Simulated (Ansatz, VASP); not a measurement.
**SnAs in VASP and in Ansatz**

```
Sn As
1.0
     0.00000    2.87687    2.87687
     2.87687    0.00000    2.87687
     2.87687    2.87687    0.00000
Sn As
1 1
Cartesian
  2.8769 2.8769 2.8769
  0.0000 0.0000 0.0000
```

The cell is a database's computed one.

Alike in both runs: task single point; functional LDA; k mesh 11 × 11 × 11; occupations fermi-dirac, width 0.05 eV; no spin polarisation.

|  | VASP | Ansatz |
| --- | --- | --- |
| version | VASP 6.6.1 | Ansatz 0.2.0 |
| potentials or method | VASP PAW LDA potentials, release 64 (Sn_d, As), cutoff 520 eV | all-electron LAPW, scalar-relativistic |

VASP gave:

```
pressure (GPa) : -3.0
```

Task: Which values does Ansatz return?

Result: Pressure (GPa): -3.1.

Ansatz ran all-electron here, so the differences hold the error of VASP's frozen core and of both bases.
